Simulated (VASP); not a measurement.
Computed with PBE GGA, VASP's PBE PAW potentials (set 64) (plane waves; VASP).

A VASP calculation is set up with these files.

### INCAR
```
SYSTEM  =  W
PREC  =  Accurate; ENCUT  =  480; LREAL  =  .False.
LASPH  =  .True.
EDIFF  =  1E-7; NELM  =  100; ALGO  =  Normal
LMAXMIX  =  6
ISMEAR  =  1; SIGMA  =  0.1
GGA  =  PE
IBRION  =  2; NSW  =  40; ISIF  =  3
EDIFFG  =  -0.01; PSTRESS  =  10
LWAVE  =  .False.; LCHARG  =  .False.
```

### KPOINTS
```
Automatic mesh
0
Gamma
14 14 14
0 0 0
```

File POSCAR:
```
W
1.0
 -1.5935571335   1.5935571335   1.5935571335
  1.5935571335  -1.5935571335   1.5935571335
  1.5935571335   1.5935571335  -1.5935571335
W
1
Cartesian
  0.0000000000   0.0000000000   0.0000000000
```

POTCAR, in this order: W_sv (PBE.64 set). Program: vasp_std.

Output

### OSZICAR
```
       N       E                     dE             d eps       ncg     rms          rms(c)
DAV:   1     0.706242940488E+02    0.70624E+02   -0.75693E+03  2312   0.137E+03
DAV:   2    -0.121781688210E+02   -0.82802E+02   -0.79801E+02  2444   0.317E+02
DAV:   3    -0.135801740174E+02   -0.14020E+01   -0.13908E+01  2664   0.411E+01
DAV:   4    -0.135874317156E+02   -0.72577E-02   -0.72565E-02  2429   0.319E+00
DAV:   5    -0.135874917154E+02   -0.60000E-04   -0.59999E-04  2585   0.294E-01    0.201E+01
DAV:   6    -0.130849887260E+02    0.50250E+00   -0.60067E-01  2435   0.103E+01    0.789E+00
DAV:   7    -0.129517242091E+02    0.13326E+00   -0.31888E-01  2525   0.703E+00    0.701E-01
DAV:   8    -0.129470291856E+02    0.46950E-02   -0.35813E-03  2354   0.866E-01    0.105E-01
DAV:   9    -0.129470498708E+02   -0.20685E-04   -0.70600E-05  2647   0.109E-01    0.579E-02
DAV:  10    -0.129470476129E+02    0.22579E-05   -0.11698E-05  2471   0.504E-02    0.146E-02
DAV:  11    -0.129470482661E+02   -0.65317E-06   -0.22168E-07  2365   0.531E-03    0.663E-04
DAV:  12    -0.129470481027E+02    0.16341E-06   -0.13816E-08  1240   0.129E-03    0.962E-05
DAV:  13    -0.129470481083E+02   -0.55918E-08   -0.73597E-10  1204   0.428E-04
   1 F= -.12846018E+02 E0= -.12846067E+02  d E =-.128460E+02
       N       E                     dE             d eps       ncg     rms          rms(c)
DAV:   1    -0.129702843058E+02   -0.23236E-01   -0.61667E-01  2351   0.124E+01    0.212E+00
DAV:   2    -0.129478128046E+02    0.22472E-01   -0.32672E-02  2330   0.249E+00    0.483E-01
DAV:   3    -0.129438220825E+02    0.39907E-02   -0.11080E-02  2390   0.140E+00    0.387E-01
DAV:   4    -0.129438987213E+02   -0.76639E-04   -0.23319E-04  2351   0.207E-01    0.489E-02
DAV:   5    -0.129438895580E+02    0.91633E-05   -0.43025E-05  2477   0.869E-02    0.276E-03
DAV:   6    -0.129438890777E+02    0.48034E-06   -0.38610E-07  2360   0.931E-03    0.171E-03
DAV:   7    -0.129438891228E+02   -0.45169E-07   -0.55885E-09  1258   0.996E-04
   2 F= -.12844276E+02 E0= -.12844244E+02  d E =0.174155E-02
       N       E                     dE             d eps       ncg     rms          rms(c)
DAV:   1    -0.129631368833E+02   -0.19248E-01   -0.37705E-01  2354   0.978E+00    0.161E+00
DAV:   2    -0.129490482471E+02    0.14089E-01   -0.21318E-02  2336   0.198E+00    0.362E-01
DAV:   3    -0.129468689566E+02    0.21793E-02   -0.60035E-03  2390   0.102E+00    0.270E-01
DAV:   4    -0.129468868528E+02   -0.17896E-04   -0.18019E-04  2378   0.179E-01    0.130E-02
DAV:   5    -0.129468863051E+02    0.54762E-06   -0.31149E-06  2444   0.217E-02    0.225E-03
DAV:   6    -0.129468866126E+02   -0.30750E-06   -0.40108E-08  1483   0.315E-03    0.105E-04
DAV:   7    -0.129468865741E+02    0.38512E-07   -0.46039E-09  1188   0.109E-03
   3 F= -.12846173E+02 E0= -.12846209E+02  d E =-.155366E-03
```

**OUTCAR**
```
------------------------ aborting loop because EDIFF is reached ----------------------------------------
  FORCE on cell =-STRESS in cart. coord.  units (eV):
  Direction    XX          YY          ZZ          XY          YZ          ZX
  --------------------------------------------------------------------------------------
  Total        0.1012643      0.1012643      0.1012643      0.0000000     -0.0000000      0.0000000
  in kB       10.0546869     10.0546869     10.0546869      0.0000000     -0.0000000      0.0000000
  external PRESSURE =       0.0546869 kB  Pullay stress =      10.0000000 kB
  volume of cell :       16.14
      direct lattice vectors                 reciprocal lattice vectors
    -1.591889227  1.591889227  1.591889227     0.000000000  0.314092207  0.314092207
     1.591889227 -1.591889227  1.591889227     0.314092207  0.000000000  0.314092207
     1.591889227  1.591889227 -1.591889227     0.314092207  0.314092207  0.000000000
 POSITION                                       TOTAL-FORCE (eV/Angst)
 -----------------------------------------------------------------------------------
      0.00000      0.00000      0.00000         0.000000      0.000000     -0.000000
 -----------------------------------------------------------------------------------
    total drift:                                0.000000     -0.000000      0.000000
  FREE ENERGIE OF THE ION-ELECTRON SYSTEM (eV)
  ---------------------------------------------------
  free  energy   TOTEN  =       -12.9468865741 eV

  energy  without entropy=      -12.9469943802  energy(sigma->0) =      -12.94692251
  enthalpy is  TOTEN    =       -12.8461730160 eV   P V=        0.1007135582

 reached required accuracy - stopping structural energy minimisation
```
(Selected blocks of OUTCAR.)

CONTCAR:
```
W
   1.00000000000000
    -1.5918892265836424    1.5918892265836424    1.5918892265836424
     1.5918892265836424   -1.5918892265836424    1.5918892265836424
     1.5918892265836424    1.5918892265836424   -1.5918892265836424
  W
     1
Direct
     0.0000000000000000    0.0000000000000000    0.0000000000000000
```

The compound is W in the bcc structure. This run relaxes it under an external pressure of 1 GPa. Symmetry was kept, so distortions that lower it aren't found.
